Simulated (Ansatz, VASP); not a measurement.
**One calculation of Si4IrPt, two programs**

Contents of INCAR:

```
SYSTEM = Si4IrPt
ALGO = Normal
EDIFF = 1E-6
ENCUT = 520
GGA = PE
ISIF = 2
ISMEAR = 0
LASPH = .TRUE.
LCHARG = .FALSE.
LREAL = .FALSE.
LWAVE = .FALSE.
NBANDS = 26
NELM = 80
PREC = Accurate
SIGMA = 0.1
```

The input KPOINTS:

```
k-points
0
G
  6 6 2
  0 0 0
```

Contents of POSCAR:

```
Si4IrPt
1.0
    4.6485783900      0.0000000000      0.0000000000
   -2.3242891900      4.0257869700      0.0000000000
    0.0000000000      0.0000000000      8.7459441700
Si Ir Pt
4 1 1
Direct
    0.0000000000      0.0000000000      0.7947727200
    0.0000000000      0.0000000000      0.2052272800
    0.3333333300      0.6666666700      0.5000000000
    0.6666666700      0.3333333300      0.5000000000
    0.0000000000      0.0000000000      0.5000000000
    0.0000000000      0.0000000000      0.0000000000
```

Input for Ansatz:

```yaml
crystal:
  lattice:
    - [4.64857839, 0.0, 0.0]
    - [-2.32428919, 4.02578697, 0.0]
    - [0.0, 0.0, 8.74594417]
  atoms:
    - { symbol: Si, position: [0.0, 0.0, 0.79477272] }
    - { symbol: Si, position: [0.0, 0.0, 0.20522728] }
    - { symbol: Si, position: [0.33333333, 0.66666667, 0.5] }
    - { symbol: Si, position: [0.66666667, 0.33333333, 0.5] }
    - { symbol: Ir, position: [0.0, 0.0, 0.5] }
    - { symbol: Pt, position: [0.0, 0.0, 0.0] }
basis:
  ecutwfc: 420
kpoints:
  mp_grid: { grid: [6, 6, 2] }
hamiltonian:
  xc: pbe
scf:
  occupations: { method: gaussian, width: 0.1 }
  lower_state_search: "off"
output:
  forces: true
  stress: true
  eigenvalues: true
```

Alike in both runs: task single point; functional PBE; k mesh 6 × 6 × 2; occupations gaussian, width 0.1 eV; no spin polarisation.

|  | VASP | Ansatz |
| --- | --- | --- |
| version | VASP 6.6.1 | Ansatz 0.2.0 |
| potentials or method | VASP PAW PBE potentials, release 64 (Si, Ir, Pt) | scalar-relativistic, plane waves, PAW |
| plane-wave cutoff (eV) | 520 | 420 |
| valence electrons in the cell | 35 | 51 |

|  | VASP | Ansatz | Ansatz less VASP |
| --- | --- | --- | --- |
| gap on the k mesh at the Fermi level (eV) | none | none | - |
| pressure (GPa) | 12.8 | 12.6 | -0.16 |
| largest component of the traceless stress (GPa) | 43.19 | 42.88 | -0.309 |
| rms of the force components (eV/Å) | 6.427 | 6.383 | -0.0448 |

Atom by atom the forces differ by 0.045 eV/Å (rms over components). A gap of «none» marks a metal or a gap that the smearing closes. With one functional, cell and mesh, what is left measures potentials, basis and numerics. The two sets of potentials don't hold the same shells in valence.

Caveats: forces of over 1 eV/Å show positions far from the minimum, so gaps and moduli don't describe the material at rest. The runs have no spin-orbit coupling, so splittings on Ir, Pt are missing.
